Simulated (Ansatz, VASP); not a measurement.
# Al3GaN4 (Al3GaN4 (Pm)) in two plane-wave programs

Aim: how closely do two programs agree when they are given the same cell, functional and k mesh? Of the first pair: The cell is taken from a series of runs on this material, whose earlier steps may have relaxed, scaled, displaced or heated it; both programs get it as it stands.

Main program and level: Ansatz 0.2.0; plane waves, with VASP 6.6.1 beside it; single point at PBEsol.

## Step 1: The structure

The cell holds 48 atoms: 18 Al, 6 Ga and 24 N. Cell: a = 5.043 Å, b = 9.390 Å, c = 10.836 Å, α = 90.0°, β = 90.0°, γ = 90.0°.

As a file:

```cif
data_structure
_symmetry_space_group_name_H-M 'P 1'
_symmetry_Int_Tables_number 1
_cell_length_a 5.0435
_cell_length_b 9.3902
_cell_length_c 10.8360
_cell_angle_alpha 90.000
_cell_angle_beta 90.033
_cell_angle_gamma 90.000
_cell_volume 513.18
loop_
_atom_site_label
_atom_site_type_symbol
_atom_site_fract_x
_atom_site_fract_y
_atom_site_fract_z
_atom_site_occupancy
Al1 Al 0.50023 0.16667 0.08367 1
Al2 Al 0.00092 0.16667 0.41740 1
Al3 Al 0.00109 0.00000 0.16585 1
Al4 Al 0.50023 0.16667 0.58367 1
Al5 Al 0.00092 0.16667 0.91740 1
Al6 Al 0.00109 0.00000 0.66585 1
Al7 Al 0.50023 0.50000 0.08367 1
Al8 Al 0.00092 0.50000 0.41740 1
Al9 Al 0.00109 0.33333 0.16585 1
Al10 Al 0.50023 0.50000 0.58367 1
Al11 Al 0.00092 0.50000 0.91740 1
Al12 Al 0.00109 0.33333 0.66585 1
Al13 Al 0.50023 0.83333 0.08367 1
Al14 Al 0.00092 0.83333 0.41740 1
Al15 Al 0.00109 0.66667 0.16585 1
Al16 Al 0.50023 0.83333 0.58367 1
Al17 Al 0.00092 0.83333 0.91740 1
Al18 Al 0.00109 0.66667 0.66585 1
Ga19 Ga 0.49942 0.00000 0.33310 1
Ga20 Ga 0.49942 0.00000 0.83310 1
Ga21 Ga 0.49942 0.33333 0.33310 1
Ga22 Ga 0.49942 0.33333 0.83310 1
Ga23 Ga 0.49942 0.66667 0.33310 1
Ga24 Ga 0.49942 0.66667 0.83310 1
N25 N 0.11117 0.00000 0.33316 1
N26 N 0.12246 0.16667 0.08358 1
N27 N 0.62512 0.16667 0.42010 1
N28 N 0.62319 0.00000 0.16315 1
N29 N 0.11117 0.00000 0.83316 1
N30 N 0.12246 0.16667 0.58358 1
N31 N 0.62512 0.16667 0.92010 1
N32 N 0.62319 0.00000 0.66315 1
N33 N 0.11117 0.33333 0.33316 1
N34 N 0.12246 0.50000 0.08358 1
N35 N 0.62512 0.50000 0.42010 1
N36 N 0.62319 0.33333 0.16315 1
N37 N 0.11117 0.33333 0.83316 1
N38 N 0.12246 0.50000 0.58358 1
N39 N 0.62512 0.50000 0.92010 1
N40 N 0.62319 0.33333 0.66315 1
N41 N 0.11117 0.66667 0.33316 1
N42 N 0.12246 0.83333 0.08358 1
N43 N 0.62512 0.83333 0.42010 1
N44 N 0.62319 0.66667 0.16315 1
N45 N 0.11117 0.66667 0.83316 1
N46 N 0.12246 0.83333 0.58358 1
N47 N 0.62512 0.83333 0.92010 1
N48 N 0.62319 0.66667 0.66315 1
```

## Step 2: Ansatz: single point, PBEsol, pair 1

Ansatz runs on its default PAW (the set named soft_2) files.

With cell and atoms fixed, the geometry can't cause a difference; cores, projectors, grids and the points listed under the comparison can.

Input file input.yaml:

```yaml
crystal:
  lattice:
    - [5.04346018, 0.0, 0.00012639]
    - [0.0, 9.39015678, 0.0]
    - [-0.00644816, 0.0, 10.83601904]
  atoms:
    - { symbol: Al, position: [0.50022857, 0.1666666666667, 0.083665465] }
    - { symbol: Al, position: [0.00091951, 0.1666666666667, 0.41740262] }
    - { symbol: Al, position: [0.00108727, 0.0, 0.165846075] }
    - { symbol: Ga, position: [0.49941951, 0.0, 0.33310101] }
    - { symbol: "N", position: [0.11117457, 0.0, 0.33316331] }
    - { symbol: "N", position: [0.12245535, 0.1666666666667, 0.083577525] }
    - { symbol: "N", position: [0.6251239, 0.1666666666667, 0.42009678] }
    - { symbol: "N", position: [0.62319033, 0.0, 0.16314772] }
    - { symbol: Al, position: [0.50022857, 0.1666666666667, 0.583665465] }
    - { symbol: Al, position: [0.00091951, 0.1666666666667, 0.91740262] }
    - { symbol: Al, position: [0.00108727, 0.0, 0.665846075] }
    - { symbol: Ga, position: [0.49941951, 0.0, 0.83310101] }
    - { symbol: "N", position: [0.11117457, 0.0, 0.83316331] }
    - { symbol: "N", position: [0.12245535, 0.1666666666667, 0.583577525] }
    - { symbol: "N", position: [0.6251239, 0.1666666666667, 0.92009678] }
    - { symbol: "N", position: [0.62319033, 0.0, 0.66314772] }
    - { symbol: Al, position: [0.50022857, 0.5, 0.083665465] }
    - { symbol: Al, position: [0.00091951, 0.5, 0.41740262] }
    - { symbol: Al, position: [0.00108727, 0.3333333333333, 0.165846075] }
    - { symbol: Ga, position: [0.49941951, 0.3333333333333, 0.33310101] }
    - { symbol: "N", position: [0.11117457, 0.3333333333333, 0.33316331] }
    - { symbol: "N", position: [0.12245535, 0.5, 0.083577525] }
    - { symbol: "N", position: [0.6251239, 0.5, 0.42009678] }
    - { symbol: "N", position: [0.62319033, 0.3333333333333, 0.16314772] }
    - { symbol: Al, position: [0.50022857, 0.5, 0.583665465] }
    - { symbol: Al, position: [0.00091951, 0.5, 0.91740262] }
    - { symbol: Al, position: [0.00108727, 0.3333333333333, 0.665846075] }
    - { symbol: Ga, position: [0.49941951, 0.3333333333333, 0.83310101] }
    - { symbol: "N", position: [0.11117457, 0.3333333333333, 0.83316331] }
    - { symbol: "N", position: [0.12245535, 0.5, 0.583577525] }
    - { symbol: "N", position: [0.6251239, 0.5, 0.92009678] }
    - { symbol: "N", position: [0.62319033, 0.3333333333333, 0.66314772] }
    - { symbol: Al, position: [0.50022857, 0.8333333333333, 0.083665465] }
    - { symbol: Al, position: [0.00091951, 0.8333333333333, 0.41740262] }
    - { symbol: Al, position: [0.00108727, 0.6666666666667, 0.165846075] }
    - { symbol: Ga, position: [0.49941951, 0.6666666666667, 0.33310101] }
    - { symbol: "N", position: [0.11117457, 0.6666666666667, 0.33316331] }
    - { symbol: "N", position: [0.12245535, 0.8333333333333, 0.083577525] }
    - { symbol: "N", position: [0.6251239, 0.8333333333333, 0.42009678] }
    - { symbol: "N", position: [0.62319033, 0.6666666666667, 0.16314772] }
    - { symbol: Al, position: [0.50022857, 0.8333333333333, 0.583665465] }
    - { symbol: Al, position: [0.00091951, 0.8333333333333, 0.91740262] }
    - { symbol: Al, position: [0.00108727, 0.6666666666667, 0.665846075] }
    - { symbol: Ga, position: [0.49941951, 0.6666666666667, 0.83310101] }
    - { symbol: "N", position: [0.11117457, 0.6666666666667, 0.83316331] }
    - { symbol: "N", position: [0.12245535, 0.8333333333333, 0.583577525] }
    - { symbol: "N", position: [0.6251239, 0.8333333333333, 0.92009678] }
    - { symbol: "N", position: [0.62319033, 0.6666666666667, 0.66314772] }
basis:
  ecutwfc: 420.0
  ecutrho_ratio: 4
  xc_grid: 2
  fft_grid_basis: typed
  precision: f64
kpoints:
  mp_grid: { grid: [4, 2, 2], shift: [0.5, 0.5, 0.5] }
hamiltonian:
  xc: pbesol
  pseudopotentials: { kind: paw }
scf:
  max_iter: 60
  self_checks: high
  occupations: { method: fermi_dirac, width: 0.01 }
output:
  forces: true
checkpoint:
  write: "../host.point.run"
  compress: false
  write_wavefunctions: true
  write_every: 100000
```

Run with:

```
$ ansatz run input.yaml --threads 4 --pin off --max-ram 7536MiB --backend cpu --events-out ev --progress --plain --runs-dir out
```

Numbers of over 12 decimals in the logs are rounded to 6 here.

Log:

```text
Engine: ansatz 0.2.0, aarch64-unknown-linux-gnu
Pseudopotentials: kind: paw
Pseudopotential: Al, paw, valence charge 3, recommended cutoff 420 eV (normal), Al.paw.azcp
Pseudopotential: Ga, paw, valence charge 13, recommended cutoff 420 eV (normal), Ga.paw.azcp
Pseudopotential: N, paw, valence charge 5, recommended cutoff 420 eV (normal), N.paw.azcp
Functional definition: PBEsol
  exchange = pbesol_x
  correlation = pbesol_c
Crystal: 48 atoms, lattice volume = 513.182 Å³
Basis set: ecut = 420 eV, 10011 PW (Γ), exchange–correlation on 72×128×150 points (8 copies of the dense FFT grid, shifted against one another)
Bands: 174, of which v1, the nominal top of the filled ones, is band 126 counted from 1 (125 counted from 0)
Symmetry: 12 space group operations
Space group: Pm (ITA 6), of the structure as read, at distance tolerance 8.0e-5 Å
k-points: 4 of 16 (time reversal used)
Non-local potential: Al, projectors of the file, l = 0: 2, l = 1: 2, l = 2: 1
Non-local potential: Ga, projectors of the file, l = 0: 2, l = 1: 2, l = 2: 3, l = 3: 1
Non-local potential: N, projectors of the file, l = 0: 2, l = 1: 2, l = 2: 1
PAW form: soft (Blöchl's): semilocal exchange-correlation on the pseudo side does not see the compensation charge
PAW frozen core: Al, regenerated for the run's functional, and the local potential with it (the file was generated under x = pbe(κ = 0.804, μ = 0.219515), c = pbe(β = 0.066725))
PAW frozen core: Ga, regenerated for the run's functional, and the local potential with it (the file was generated under x = pbe(κ = 0.804, μ = 0.219515), c = pbe(β = 0.066725))
PAW frozen core: N, regenerated for the run's functional, and the local potential with it (the file was generated under x = pbe(κ = 0.804, μ = 0.219515), c = pbe(β = 0.066725))
PAW one-centre angular grid: Al, 110 points (default); XC on 64 Gauss nodes
PAW one-centre angular grid: Ga, 590 points (default); XC on 64 Gauss nodes
PAW one-centre angular grid: N, 110 points (default); XC on 64 Gauss nodes
Initial density: superposition of atomic densities (neutral atoms: chi_scale 0, normalization atom), corrected by the library's trained network
Initial wavefunctions: pseudopotential atomic-orbital guess
Functional: x = pbesol(κ = 0.804, μ = 0.123457), c = pbesol(β = 0.046)
SCF iter   1: F=—  HF=-41044.332976 eV  |F-HF|=—  |Δ(HF+E_count)|=         —  Δρ=1.10e-2  dr2=6.58e-1  ethr=1.77e-3  ⟨swp⟩=5.8  Hψ=2767  notcnv=0  defer=103
preconditioner: auto → Resta (q_TF=auto, 2.423 Å⁻¹)  ε∞=4.2  [insulator: Δε(μ)=4.325 eV  Ē_g=14.593 eV  σ=0.010 eV  W_gap=1.00  n_scr=116 (ndim 8)  ℏωp=26.0 eV  f_vac=0.000  D(μ)=0.00/eV (n_scr^D=0)  ε∞_Penn≈4.2]
SCF iter   2: F=—  HF=-41044.160684 eV  |F-HF|=—  |Δ(HF+E_count)|=   1.72e-1  Δρ=3.63e-3  dr2=8.77e-2  ethr=2.61e-4  ⟨swp⟩=2.2  Hψ=992  notcnv=0  defer=163
SCF iter   3: F=—  HF=-41044.137102 eV  |F-HF|=—  |Δ(HF+E_count)|=   2.36e-2  Δρ=8.53e-4  dr2=3.87e-3  ethr=3.48e-5  ⟨swp⟩=2.0  Hψ=1003  notcnv=0  defer=163
SCF iter   4: F=—  HF=-41044.136546 eV  |F-HF|=—  |Δ(HF+E_count)|=   5.55e-4  Δρ=3.72e-4  dr2=7.12e-4  ethr=1.54e-6  ⟨swp⟩=2.0  Hψ=1059  notcnv=0  defer=163
SCF iter   5: F=—  HF=-41044.135931 eV  |F-HF|=—  |Δ(HF+E_count)|=   6.15e-4  Δρ=8.96e-5  dr2=6.71e-5  ethr=2.82e-7  ⟨swp⟩=2.0  Hψ=1057  notcnv=0  defer=163
SCF iter   6: F=—  HF=-41044.134526 eV  |F-HF|=—  |Δ(HF+E_count)|=   1.41e-3  Δρ=2.34e-5  dr2=3.95e-6  ethr=2.66e-8  ⟨swp⟩=2.0  Hψ=905  notcnv=0  defer=163
SCF iter   7: F=-41044.134525 eV  HF=-41044.134525 eV  |F-HF|=7.95e-9  |Δ(HF+E_count)|=   1.19e-6  Δρ=4.32e-6  dr2=9.67e-8  ethr=3.97e-11  ⟨swp⟩=12.2  Hψ=3894  notcnv=0
SCF 1 converged in 7 iterations: F = -41044.134525 eV  dr2 = 9.67e-8
  greatest PAW one-centre occupation: 0.995 electrons in one spin orbital (limit 2), on the Ga atom at site 43 (counted from 0), in its partial waves of l = 2
SCF converged after 7 iterations
Free energy (F): -41044.134525 eV
Harris-Foulkes:  -41044.134525 eV  (|F-HF|=7.95e-9)
Internal energy: -41044.134525 eV  (E = F + TS)
E sigma→0 (E₀):  -41044.134525 eV
Fermi energy:    9.738396 eV
--- Per-component energies (eV) ---
  E_band       = 135.023126
  E_kinetic    = 4337.122105
  E_local      = -19006.027941  (includes V_loc(G=0)·N_el)
  E_nonlocal   = 3855.295717
  E_hartree    = 8364.629394
  E_xc         = -2578.405359
  E_vxc        = -2737.424328  (∫ρ·V_xc dr)
  E_paw        = -22855.847101  (= ΣΔE_a)
  E_vpaw       = -3043.189055  (= ΣTr[D̂ρ^β])
  E_aug_tail   = 0.001791  (compensation charges beyond the density's cutoff)
  E_ewald      = -13167.099872
  E_core_change = 6.196741  (= ΣΔE_core)
  E_smearing   = -0.000000  (= −TS)
  E_closure    = -0.000000  (closes the sum)
  Σ components = -41044.134525   (vs F -41044.134525, Δ=0.00e0)
--- Forces (eV/Å), atoms counted from 1 ---
  atom   1  Al     0.00377722    -0.00000000     0.00221294
[...]
atom   8  N     -0.00022118     0.00000000     0.00003518
  atom   9  Al     0.00377722     0.00000000     0.00221294
  atom  10  Al     0.00116357     0.00000000     0.00352602
  atom  11  Al    -0.00042061     0.00000000    -0.00061211
  atom  12  Ga    -0.00192834     0.00000000    -0.00072010
  atom  13  N      0.00139935    -0.00000000    -0.00191040
  atom  14  N     -0.00197324     0.00000000    -0.00215627
  atom  15  N     -0.00179119     0.00000000    -0.00037444
  atom  16  N     -0.00022118     0.00000000     0.00003518
  atom  17  Al     0.00377722     0.00000000     0.00221294
  atom  18  Al     0.00116357     0.00000000     0.00352602
  atom  19  Al    -0.00042061     0.00000000    -0.00061211
  atom  20  Ga    -0.00192834     0.00000000    -0.00072010
  atom  21  N      0.00139935    -0.00000000    -0.00191040
  atom  22  N     -0.00197324     0.00000000    -0.00215627
  atom  23  N     -0.00179119     0.00000000    -0.00037444
  atom  24  N     -0.00022118     0.00000000     0.00003518
  atom  25  Al     0.00377722     0.00000000     0.00221294
  atom  26  Al     0.00116357     0.00000000     0.00352602
  atom  27  Al    -0.00042061    -0.00000000    -0.00061211
  atom  28  Ga    -0.00192834     0.00000000    -0.00072010
  atom  29  N      0.00139935    -0.00000000    -0.00191040
  atom  30  N     -0.00197324     0.00000000    -0.00215627
[...]
atom  41  Al     0.00377722     0.00000000     0.00221294
  atom  42  Al     0.00116357     0.00000000     0.00352602
  atom  43  Al    -0.00042061    -0.00000000    -0.00061211
  atom  44  Ga    -0.00192834     0.00000000    -0.00072010
  atom  45  N      0.00139935    -0.00000000    -0.00191040
  atom  46  N     -0.00197324     0.00000000    -0.00215627
  atom  47  N     -0.00179119     0.00000000    -0.00037444
  atom  48  N     -0.00022118     0.00000000     0.00003518
  max |Σ_I F_I| component: 3.36e-5 eV/Å
--- Band table (eV) ---
  k-point 0: bands = [... 122 lower, 7.2851, 7.3491, 7.5165, 7.5329, 11.9310, 12.9501, 12.9654, 12.9935, ... 44 higher]
  k-point 1: bands = [... 122 lower, 7.2969, 7.3768, 7.4739, 7.5448, 11.9454, 12.8753, 12.9426, 12.9478, ... 44 higher]
  k-point 2: bands = [... 122 lower, 6.8826, 6.9765, 7.1164, 7.3129, 12.5372, 12.5445, 12.7593, 13.2634, ... 44 higher]
  k-point 3: bands = [... 122 lower, 6.9504, 6.9998, 7.0864, 7.3264, 12.3809, 12.6832, 12.8315, 13.1488, ... 44 higher]
```

The column dr2 measures how far the density is from self-consistency, as an energy; F and HF (Harris–Foulkes) agree once it is small.

(Continued in part 2 of 3.)

[Lines on the potential files, build, host, timing and source positions are cut from VASP's logs without a mark.]

[Logs are printed without paths, hosts, clocks, repeated set-up lines and the standing remarks that a program may print on its own settings, such as how far it seeks lower states.]

[Hosts, paths, dates, database ids (printed as entryN), source tags and the programs' standing remarks are cut or masked in the printed files.]
